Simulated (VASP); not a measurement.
Calculation: PBEsol GGA, VASP's PBE PAW potentials (set 64) (plane waves; VASP).

Input for VASP

### POSCAR
```
RuAl
1.0
  2.9547389915   0.0000000000   0.0000000000
  0.0000000000   2.9547389915   0.0000000000
  0.0000000000   0.0000000000   2.9547389915
Al Ru
1 1
Cart
  1.4773694958   1.4773694958   1.4773694958
  0.0000000000   0.0000000000   0.0000000000
```

**INCAR**
```
! general
SYSTEM  = RuAl
PREC    = Accurate
ENCUT   = 500
LREAL   = .FALSE.
LASPH   = .TRUE.

! electronic loop
EDIFF   = 1E-6   ! SCF stop (eV)
NELM    = 100   ! most electronic steps
ALGO    = Normal   ! blocked Davidson
LMAXMIX = 4   ! l cut-off of mixed one-centre charges

! smearing
ISMEAR  = 1
SIGMA   = 0.1

! functional
GGA     = PS   ! PBEsol

! ions
IBRION  = 2   ! conjugate gradients
NSW     = 40
ISIF    = 3   ! ions, shape and volume
EDIFFG  = -0.02   ! ionic stop
PSTRESS = 50

! output
LWAVE   = .FALSE.
LCHARG  = .FALSE.
```

File KPOINTS:
```
Automatic mesh
0
Gamma
12 12 12
0 0 0
```

POTCAR, in this order: Al Ru_pv (PBE.64 set). Program: vasp_std.

The run wrote:

File OSZICAR:
```
       N       E                     dE             d eps       ncg     rms          rms(c)
DAV:   1     0.110357921203E+03    0.11036E+03   -0.91970E+03  2024   0.129E+03
DAV:   2    -0.141862132246E+02   -0.12454E+03   -0.12049E+03  2188   0.346E+02
DAV:   3    -0.163002084763E+02   -0.21140E+01   -0.20568E+01  2428   0.466E+01
DAV:   4    -0.163208727419E+02   -0.20664E-01   -0.20658E-01  2320   0.468E+00
DAV:   5    -0.163214056614E+02   -0.53292E-03   -0.53291E-03  2540   0.653E-01    0.143E+01
DAV:   6    -0.156137760950E+02    0.70763E+00   -0.41256E+00  2152   0.234E+01    0.251E+00
DAV:   7    -0.155377120395E+02    0.76064E-01   -0.29045E-01  2140   0.652E+00    0.228E+00
DAV:   8    -0.155181124052E+02    0.19600E-01   -0.18921E-02  2224   0.126E+00    0.234E-01
DAV:   9    -0.155179296989E+02    0.18271E-03   -0.30385E-04  2384   0.151E-01    0.151E-01
DAV:  10    -0.155179224108E+02    0.72881E-05   -0.28639E-05  2620   0.693E-02    0.141E-02
DAV:  11    -0.155179209114E+02    0.14994E-05   -0.21970E-06  1612   0.205E-02    0.763E-03
DAV:  12    -0.155179204993E+02    0.41208E-06   -0.93050E-08  1120   0.409E-03
   1 F= -.14712882E+02 E0= -.14712745E+02  d E =-.147129E+02
```

OUTCAR:
```
------------------------ aborting loop because EDIFF is reached ----------------------------------------
  FORCE on cell =-STRESS in cart. coord.  units (eV):
  Direction    XX          YY          ZZ          XY          YZ          ZX
  --------------------------------------------------------------------------------------
  Total        0.7972270      0.7972270      0.7972270     -0.0000000     -0.0000000      0.0000000
  in kB       49.5148208     49.5148208     49.5148208     -0.0000000     -0.0000000      0.0000000
  external PRESSURE =      -0.4851792 kB  Pullay stress =      50.0000000 kB
  volume of cell :       25.80
      direct lattice vectors                 reciprocal lattice vectors
     2.954738992  0.000000000  0.000000000     0.338439369  0.000000000  0.000000000
     0.000000000  2.954738992  0.000000000     0.000000000  0.338439369  0.000000000
     0.000000000  0.000000000  2.954738992     0.000000000  0.000000000  0.338439369
 POSITION                                       TOTAL-FORCE (eV/Angst)
 -----------------------------------------------------------------------------------
      1.47737      1.47737      1.47737         0.000000      0.000000      0.000000
      0.00000      0.00000      0.00000         0.000000      0.000000      0.000000
 -----------------------------------------------------------------------------------
    total drift:                                0.000000      0.000000      0.000000
  FREE ENERGIE OF THE ION-ELECTRON SYSTEM (eV)
  ---------------------------------------------------
  free  energy   TOTEN  =       -15.5179204993 eV

  energy  without entropy=      -15.5175110551  energy(sigma->0) =      -15.51778402
  enthalpy is  TOTEN    =       -14.7128817374 eV   P V=        0.8050387619

 reached required accuracy - stopping structural energy minimisation
```
(Selected blocks of OUTCAR.)

The compound is RuAl in the CsCl type structure. It was relaxed first under an external pressure of 5 GPa. The electron count is odd and the run is not spin-polarised, which forces a metal.
